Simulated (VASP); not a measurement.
Input:

```yaml
crystal:
  lattice:
    - [-0.00706, 5.60245, 5.61146]
    - [5.60245, -0.00706, 5.61146]
    - [2.79770, 2.79770, 0.00000]
  atoms:
    - { symbol: Ga, position: [0.98510, 0.98510, 0.02980] }
    - { symbol: Ga, position: [0.99206, 0.52077, 0.98717] }
    - { symbol: Ga, position: [0.52077, 0.99206, 0.98717] }
    - { symbol: Ga, position: [0.50119, 0.50119, 0.99763] }
    - { symbol: Sb, position: [0.12585, 0.12585, 0.24830] }
    - { symbol: P, position: [0.12472, 0.62477, 0.25051] }
    - { symbol: P, position: [0.62477, 0.12472, 0.25051] }
    - { symbol: P, position: [0.62555, 0.62555, 0.24891] }
```

Computed with PBEsol GGA, VASP's PBE PAW potentials (set 64) (plane waves; VASP 6.6.1). Settings: 400 eV cut-off, 6×6×11 Γ-centred mesh, tetrahedra with Blöchl corrections, potentials Ga_d Sb P.

The cores are frozen, which limits the accuracy of field gradients.

### Question
Give the principal components of the electric field gradient (V/Å²) and the asymmetry η at each nucleus.

### Answer

```
atom   Vxx   Vyy    Vzz     η
----  ----  ----  -----  ----
Ga1    4.6   0.7   -5.3  0.75
Ga2    3.6   1.8   -5.5  0.33
Ga3    3.6   1.8   -5.5  0.33
Ga4   -4.6  -0.3    4.9  0.87
Sb5   24.0  23.4  -47.4  0.01
P6    14.0   3.4  -17.4  0.61
P7    14.0   3.4  -17.4  0.61
P8     8.7   5.9  -14.6  0.19
```

The structure was generated: Ga4P3Sb was put into an ordered model structure (Amm2), which need not be its known phase. It was relaxed first.
